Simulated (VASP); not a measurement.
VASP ran on this input.

### POSCAR
```
AlN
3.11330
  0.4999999351  -0.8660252895   0.0000000000
  0.4999999351   0.8660252895   0.0000000000
  0.0000000000   0.0000000000   1.6007859002
Al N
2 2
Direct
  0.6666670000   0.3333330000   0.5000242274
  0.3333330000   0.6666670000   0.0000242274
  0.6666670000   0.3333330000   0.8819757726
  0.3333330000   0.6666670000   0.3819757726
```

**KPOINTS**
```
Automatic mesh
0
Gamma
8 8 4
0 0 0
```

INCAR:
```
ALGO=Normal
EDIFF=1E-7
ENCUT=600
GGA=PS
ISIF=2
ISMEAR=0
LASPH=.TRUE.
LCHARG=.FALSE.
LREAL=.FALSE.
LWAVE=.FALSE.
NELM=100
PREC=Accurate
SIGMA=0.05
SYSTEM=AlN
```

POTCAR, in this order: Al N (PBE.64 set). Program: vasp_std.

Question: Translate this PBEsol calculation to Quantum ESPRESSO's pw.x.

Answer: One equivalent input (not run):
```
&CONTROL
  calculation = 'scf'
  pseudo_dir = './pseudo'
  outdir = './out'
  tprnfor = .true.
  tstress = .true.
/
&SYSTEM
  ibrav = 0
  nat = 4
  ntyp = 2
  ecutwfc = 84
  occupations = 'smearing'
  smearing = 'gaussian'
  degauss = 0.003675
  input_dft = 'pbesol'
/
&ELECTRONS
  conv_thr = 7.3e-09
  electron_maxstep = 100
/
ATOMIC_SPECIES
  Al 26.982 Al.upf
  N 14.007 N.upf
CELL_PARAMETERS angstrom
     1.5566498   -2.6961965    0.0000000
     1.5566498    2.6961965    0.0000000
     0.0000000    0.0000000    4.9837267
ATOMIC_POSITIONS crystal
  Al   0.6666670  0.3333330  0.5000242
  Al   0.3333330  0.6666670  0.0000242
  N    0.6666670  0.3333330  0.8819758
  N    0.3333330  0.6666670  0.3819758
K_POINTS automatic
  8 8 4 0 0 0
```
The two are equivalent in intent, not identical: the potentials are each code's own (VASP's PAW set, PseudoDojo norm-conserving files in pw.x), so ENCUT and ecutwfc are chosen apart and not converted; conv_thr bounds pw.x's estimated SCF error, while EDIFF bounds the energy change between steps.

The compound is AlN in the wurtzite structure. It was relaxed first.
